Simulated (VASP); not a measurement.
Level of theory: PW91 GGA, VASP's PBE PAW potentials (set 64) (plane waves; VASP).

VASP input:

INCAR:
```
# general
SYSTEM  = In atom
PREC    = Normal
ENCUT   = 520   # plane-wave cut-off (eV)
LREAL   = .False.   # projection in real space or not
LASPH   = .True.
ISYM    = 0

# electronic loop
EDIFF   = 1E-6
NELM    = 200   # most electronic steps
ALGO    = All   # all-band CG
LMAXMIX = 4   # l cut-off of mixed one-centre charges

# smearing
ISMEAR  = 0
SIGMA   = 0.01

# functional
GGA     = 91

# spin
ISPIN   = 2   # spin-polarised
MAGMOM  = 1
NUPDOWN = 1

# output
LWAVE   = .False.
LCHARG  = .False.
LORBIT  = 10
```

### POSCAR
```
In atom
1
   12.0000000000     0.0000000000     0.0000000000
    0.0000000000    12.5000000000     0.0000000000
    0.0000000000     0.0000000000    13.0000000000
In
1
Direct
  0.0000000000   0.0000000000   0.0000000000
```

File KPOINTS:
```
Automatic mesh
0
Gamma
1 1 1
0 0 0
```

POTCAR, in this order: In_d (PBE.64 set). Program: vasp_gam. Read from the step before: WAVECAR.

The run wrote:

File OUTCAR:
```
 ion  position               nearest neighbor table
   1  0.000  0.000  0.000-
 Subroutine IBZKPT returns following result:
 Found      1 irreducible k-points:

 Following reciprocal coordinates:
            Coordinates               Weight
  0.000000  0.000000  0.000000      1.000000
   k-points           NKPTS =      1   k-points in BZ     NKDIM =      1   number of bands    NBANDS=     11
   number of dos      NEDOS =    301   number of ions     NIONS =      1
   total plane-waves  NPLWV = 392000
   dimension x,y,z NGX =    70 NGY =   70 NGZ =   80
   dimension x,y,z NGXF=   140 NGYF=  140 NGZF=  160
   ions per type =               1
   PREC   = normal    normal or accurate (medium, high low for compatibility)
   ISTART =      1    job   : 0-new  1-cont  2-samecut
   ICHARG =      0    charge: 1-file 2-atom 10-const
   ISPIN  =      2    spin polarized calculation?
   LNONCOLLINEAR =      F non collinear calculations
   LSORBIT =      F    spin-orbit coupling
   INIWAV =      1    electr: 0-lowe 1-rand  2-diag
   ENCUT  =  520.0 eV  38.22 Ry    6.18 a.u.  22.31 23.24 24.17*2*pi/ulx,y,z
   NELM   =    200;   NELMIN=  2; NELMDL=  0     # of ELM steps
   EDIFF  = 0.1E-05   stopping-criterion for ELM
   LREAL  =      F    real-space projection
   NLSPLINE    = F    spline interpolate recip. space projectors
   LMAXMIX     =    4 max onsite mixed and CHGCAR
   VOSKOWN=      0    Vosko Wilk Nusair interpolation
   EDIFFG = 0.1E-04   stopping-criterion for IOM
   NSW    =      0    number of steps for IOM
   NBLOCK =      1;   KBLOCK =      1    inner block; outer block
   IBRION =     -1    ionic relax: 0-MD 1-quasi-New 2-CG
   NFREE  =      0    steps in history (QN), initial steepest desc. (CG)
   ISIF   =      2    stress and relaxation
   ISYM   =      0    0-nonsym 1-usesym 2-fastsym
   TEIN   =    0.0    initial temperature
   TEBEG  =    0.0;   TEEND  =   0.0 temperature during run
   SMASS  =  -3.00    Nose mass-parameter (am)
   PSTRESS=    0.0 pullay stress
   NELECT =      13.0000    total number of electrons
   EFERMI =   0.00;   METHOD = LEGACY
   ISMEAR =     0;   SIGMA  =   0.01  broadening in eV -4-tet -1-fermi 0-gaus
   IALGO  =     58    algorithm
   LDIAG  =      T    sub-space diagonalisation (order eigenvalues)
   IMIX   =      4    mixing-type and parameters
     AMIX     =   0.40;   BMIX     =  1.00
     AMIX_MAG =   1.60;   BMIX_MAG =  1.00
     AMIN     =   0.10
   GGA     = 91    functional components
   VOSKOWN =     0    Vosko Wilk Nusair interpolation
   LHFCALC =     F    Hartree Fock is set to
   LHFONE  =     F    Hartree Fock one center treatment
   AEXX    =    0.0000 exact exchange contribution
   IVDW    =     0    specifies the selected vdW correction
   LEPSILON=     F    determine dielectric tensor
   LRPA    =     F    only Hartree local field effects (RPA)
  energy-cutoff  :      520.00
  volume of cell :     1950.00
      direct lattice vectors                 reciprocal lattice vectors
    12.000000000  0.000000000  0.000000000     0.083333333  0.000000000  0.000000000
     0.000000000 12.500000000  0.000000000     0.000000000  0.080000000  0.000000000
     0.000000000  0.000000000 13.000000000     0.000000000  0.000000000  0.076923077
 k-point     1 :   0.0000 0.0000 0.0000  plane waves:   26244
 maximum number of plane-waves:     26244
```

**OSZICAR**
```
       N       E                     dE             d eps       ncg     rms           ort
SDA:   1    -0.223223563035E+00   -0.22322E+00    0.00000E+00    11   0.140E-01   0.000E+00
CGA:   2    -0.224655375905E+00   -0.14318E-02   -0.14392E-02    11   0.231E-02   0.940E-04
CGA:   3    -0.225266717655E+00   -0.61134E-03   -0.61269E-03    11   0.313E-03  -0.181E-04
CGA:   4    -0.225354095448E+00   -0.87378E-04   -0.88119E-04    11   0.836E-04  -0.858E-05
CGA:   5    -0.225371254533E+00   -0.17159E-04   -0.17130E-04    11   0.290E-04   0.631E-05
CGA:   6    -0.225378402910E+00   -0.71484E-05   -0.72146E-05    11   0.927E-05  -0.268E-05
CGA:   7    -0.225380973500E+00   -0.25706E-05   -0.24536E-05    11   0.320E-05   0.142E-05
CGA:   8    -0.225382564842E+00   -0.15913E-05   -0.15796E-05    11   0.173E-05   0.559E-07
CGA:   9    -0.225383241044E+00   -0.67620E-06   -0.67690E-06    11   0.819E-06  -0.479E-08
   1 F= -.22538324E+00 E0= -.22538324E+00  d E =-.687521E-21  mag=     1.0000
```

**OUTCAR**
```
------------------------ aborting loop because EDIFF is reached ----------------------------------------
  FORCE on cell =-STRESS in cart. coord.  units (eV):
  Direction    XX          YY          ZZ          XY          YZ          ZX
  --------------------------------------------------------------------------------------
  Total       -0.0104057     -0.0152477      0.0011839     -0.0000001     -0.0000932     -0.0000105
  in kB       -0.0085497     -0.0125280      0.0009727     -0.0000001     -0.0000766     -0.0000086
  external PRESSURE =      -0.0067016 kB  Pullay stress =       0.0000000 kB
  volume of cell :     1950.00
      direct lattice vectors                 reciprocal lattice vectors
    12.000000000  0.000000000  0.000000000     0.083333333  0.000000000  0.000000000
     0.000000000 12.500000000  0.000000000     0.000000000  0.080000000  0.000000000
     0.000000000  0.000000000 13.000000000     0.000000000  0.000000000  0.076923077
 POSITION                                       TOTAL-FORCE (eV/Angst)
 -----------------------------------------------------------------------------------
      0.00000      0.00000      0.00000        -0.000000      0.000000      0.000000
 -----------------------------------------------------------------------------------
    total drift:                               -0.000000      0.000000      0.000000
  FREE ENERGIE OF THE ION-ELECTRON SYSTEM (eV)
  ---------------------------------------------------
  free  energy   TOTEN  =        -0.2253832410 eV

  energy  without entropy=       -0.2253832410  energy(sigma->0) =       -0.22538324

 total charge

# of ion       s       p       d       tot
------------------------------------------
    1        1.146   0.254   9.830  11.230

 magnetization (x)

# of ion       s       p       d       tot
------------------------------------------
    1       -0.006   0.254  -0.004   0.244
```
(Selected blocks of OUTCAR.)

The atom may not be in its lowest state.

The cell is a free atom in a box.
